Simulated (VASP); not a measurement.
VASP input:

**KPOINTS**
```
Automatic mesh
0
Gamma
10 10 8
0 0 0
```

**INCAR**
```
ALGO = Normal
EDIFF = 1E-7
ENCUT = 600
GGA = PE
ISIF = 2
ISMEAR = 1
LASPH = .True.
LCHARG = .False.
LMAXMIX = 4
LREAL = .False.
LWAVE = .False.
NELM = 100
PREC = Accurate
SIGMA = 0.1
SYSTEM = ZrB2
```

File POSCAR:
```
ZrB2
3.2960340
  0.4999999672  -0.8660254951   0.0000000000
  0.4999999672   0.8660254951   0.0000000000
  0.0000000000   0.0000000000   1.1191640181
Zr B
1 2
direct
  1.0000000000   1.0000000000   1.0000000000
  0.3333330000   0.6666670000   0.5000000000
  0.6666670000   0.3333330000   0.5000000000
```

POTCAR, in this order: Zr_sv B (PBE.64 set). Program: vasp_std.

Problem. Write an equivalent input for Quantum ESPRESSO's pw.x.

Solution. One equivalent input (not run):
```
&CONTROL
  calculation = 'scf'
  pseudo_dir = './pseudo'
  outdir = './out'
  tprnfor = .true.
  tstress = .true.
/
&SYSTEM
  ibrav = 0
  nat = 3
  ntyp = 2
  ecutwfc = 76
  occupations = 'smearing'
  smearing = 'methfessel-paxton'
  degauss = 0.00735
  input_dft = 'pbe'
/
&ELECTRONS
  conv_thr = 7.3e-09
  electron_maxstep = 100
/
ATOMIC_SPECIES
  Zr 91.224 Zr.upf
  B 10.810 B.upf
CELL_PARAMETERS angstrom
     1.6480169   -2.8544495    0.0000000
     1.6480169    2.8544495    0.0000000
     0.0000000    0.0000000    3.6888027
ATOMIC_POSITIONS crystal
  Zr   1.0000000  1.0000000  1.0000000
  B    0.3333330  0.6666670  0.5000000
  B    0.6666670  0.3333330  0.5000000
K_POINTS automatic
  10 10 8 0 0 0
```
The two are equivalent in intent, not identical: the potentials are each code's own (VASP's PAW set, PseudoDojo norm-conserving files in pw.x), so ENCUT and ecutwfc are chosen apart and not converted; conv_thr bounds pw.x's estimated SCF error, while EDIFF bounds the energy change between steps.

The compound is ZrB2 in the AlB2 type structure. This cell was strained or had an atom moved on purpose.
